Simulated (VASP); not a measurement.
Level of theory: revTPSS meta-GGA, VASP's PBE PAW potentials (set 64) (plane waves; VASP).

Input for VASP

**POSCAR**
```
PdIn
1
    3.2486727954     0.0000000000     0.0000000000
   -0.0000000000     3.2486727954     0.0000000000
   -0.0000000000    -0.0000000000     3.2486727954
In Pd
1 1
Direct
  0.5000000000   0.5000000000   0.5000000000
  0.0000000000   0.0000000000   0.0000000000
```

### KPOINTS_OPT
```
k-points along high-symmetry lines
10
Line-mode
Reciprocal
  0.000000   0.000000   0.000000 ! GAMMA
  0.000000   0.500000   0.000000 ! X

  0.000000   0.500000   0.000000 ! X
  0.500000   0.500000   0.000000 ! M

  0.500000   0.500000   0.000000 ! M
  0.000000   0.000000   0.000000 ! GAMMA

  0.000000   0.000000   0.000000 ! GAMMA
  0.500000   0.500000   0.500000 ! R

  0.500000   0.500000   0.500000 ! R
  0.000000   0.500000   0.000000 ! X

  0.500000   0.500000   0.500000 ! R
  0.500000   0.500000   0.000000 ! M
```

INCAR:
```
PREC  =  Accurate
SYSTEM  =  PdIn
LMIXTAU  =  .TRUE.
LREAL  =  .FALSE.
METAGGA  =  RTPSS
ISIF  =  2   ! forces and stress, cell fixed
ISMEAR  =  -5
LCHARG  =  .FALSE.
NEDOS  =  601   ! DOS grid
ALGO  =  Normal
LWAVE  =  .FALSE.
LORBIT  =  11   ! lm-projected
ENCUT  =  520   ! plane-wave cut-off (eV)
EDIFF  =  1E-7
LASPH  =  .TRUE.   ! aspherical one-centre terms
LMAXMIX  =  4
NELM  =  100
```

File KPOINTS:
```
K-points
0
Gamma
13 13 13
```

POTCAR, in this order: In_d Pd (PBE.64 set). Program: vasp_std.

Output

### OSZICAR
```
       N       E                     dE             d eps       ncg     rms          rms(c)
DAV:   1     0.276072626215E+03    0.27607E+03   -0.15104E+04  2520   0.285E+03
DAV:   2     0.548907514151E+02   -0.22118E+03   -0.21605E+03  2982   0.615E+02
DAV:   3     0.316117012252E+02   -0.23279E+02   -0.23090E+02  3164   0.213E+02
DAV:   4     0.307621043322E+02   -0.84960E+00   -0.84913E+00  3374   0.460E+01
DAV:   5     0.307185121507E+02   -0.43592E-01   -0.43588E-01  4108   0.906E+00    0.894E+00
DAV:   6     0.243367910456E+02   -0.63817E+01   -0.43345E+01  2520   0.878E+01    0.601E+00
DAV:   7     0.229908465015E+02   -0.13459E+01   -0.17478E+00  2898   0.188E+01    0.363E+00
DAV:   8     0.231307272032E+02    0.13988E+00   -0.71754E-01  2940   0.793E+00    0.126E+00
DAV:   9     0.231838099185E+02    0.53083E-01   -0.23725E-01  3213   0.718E+00    0.964E-01
DAV:  10     0.231842158865E+02    0.40597E-03   -0.17035E-01  3129   0.671E+00    0.314E-01
DAV:  11     0.231182514492E+02   -0.65964E-01   -0.22339E-02  3143   0.273E+00    0.165E-01
DAV:  12     0.231201732372E+02    0.19218E-02   -0.47074E-03  3185   0.108E+00    0.107E-01
DAV:  13     0.231184632023E+02   -0.17100E-02   -0.10642E-03  3220   0.621E-01    0.530E-02
DAV:  14     0.231181489223E+02   -0.31428E-03   -0.20014E-04  2954   0.160E-01    0.123E-02
DAV:  15     0.231181187725E+02   -0.30150E-04   -0.42802E-05  3115   0.572E-02    0.402E-03
DAV:  16     0.231181177815E+02   -0.99103E-06   -0.48503E-06  2884   0.207E-02    0.297E-03
DAV:  17     0.231181173436E+02   -0.43793E-06   -0.13809E-07  2370   0.574E-03    0.180E-03
DAV:  18     0.231181171107E+02   -0.23286E-06   -0.21944E-07  1825   0.583E-03    0.569E-04
DAV:  19     0.231181169844E+02   -0.12634E-06   -0.23311E-08  1477   0.177E-03    0.301E-04
DAV:  20     0.231181169731E+02   -0.11323E-07   -0.41183E-09  1414   0.825E-04
   1 F= 0.23118117E+02 E0= 0.23118117E+02  d E =0.000000E+00
       N       E                     dE             ncg
```

### OUTCAR
```
------------------------ aborting loop because EDIFF is reached ----------------------------------------
  FORCE on cell =-STRESS in cart. coord.  units (eV):
  Direction    XX          YY          ZZ          XY          YZ          ZX
  --------------------------------------------------------------------------------------
  Total       -0.0402052     -0.0402052     -0.0402052     -0.0000000      0.0000000     -0.0000000
  in kB       -1.8787754     -1.8787754     -1.8787754     -0.0000000      0.0000000     -0.0000000
  external PRESSURE =      -1.8787754 kB  Pullay stress =       0.0000000 kB
  volume of cell :       34.29
      direct lattice vectors                 reciprocal lattice vectors
     3.248672795  0.000000000  0.000000000     0.307818012  0.000000000  0.000000000
     0.000000000  3.248672795  0.000000000     0.000000000  0.307818012  0.000000000
     0.000000000  0.000000000  3.248672795     0.000000000  0.000000000  0.307818012
 POSITION                                       TOTAL-FORCE (eV/Angst)
 -----------------------------------------------------------------------------------
      1.62434      1.62434      1.62434         0.000000      0.000000      0.000000
      0.00000      0.00000      0.00000         0.000000      0.000000      0.000000
 -----------------------------------------------------------------------------------
    total drift:                                0.000000      0.000000     -0.000000
  FREE ENERGIE OF THE ION-ELECTRON SYSTEM (eV)
  ---------------------------------------------------
  free  energy   TOTEN  =        23.1181169731 eV

  energy  without entropy=       23.1181169731  energy(sigma->0) =       23.11811697

 total charge

# of ion       s       p       d       tot
------------------------------------------
    1        0.746   0.743   9.888  11.377
    2        0.489   0.446   8.621   9.556
--------------------------------------------------
tot          1.235   1.189  18.508  20.933
```
(Selected blocks of OUTCAR.)

For a metal the tetrahedron method with Blöchl corrections gives inexact stress and forces.

The compound is PdIn in the CsCl type structure. It was relaxed first. The electron count is odd and the run is not spin-polarised, which forces a metal.
